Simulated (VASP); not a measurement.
Here is the system:

```yaml
crystal:
  lattice:
    - [0.00000, 1.86967, 1.86967]
    - [1.86967, 0.00000, 1.86967]
    - [1.86967, 1.86967, 0.00000]
  atoms:
    - { symbol: Ir, position: [0.00000, 0.00000, 0.00000] }
```

The numbers are results of LDA (Ceperley-Alder, Perdew-Zunger), VASP's LDA PAW potentials (set 64) (plane waves; VASP), not measurements. Settings: 500 eV cut-off, 17×17×17 Γ-centred mesh, first-order Methfessel-Paxton smearing of 0.10 eV, potentials Ir.

Unless said otherwise, spin-orbit coupling is left out, though it shifts the bands of the heavy elements here.

What does the run give for the energy per atom (σ→0), pressure, band gap (on the k-mesh) with the smallest direct gap where there is one?

- band gap (on the k-mesh) = none (metal, semimetal or under 0.01 eV)
- energy per atom (σ→0) = -989.1 kJ/mol of atoms
- pressure = 299.1 kbar

Total energies compare only between runs with the same potentials, cut-off and functional.

The compound is Ir in the fcc structure. It was relaxed first under an external pressure of 30 GPa.
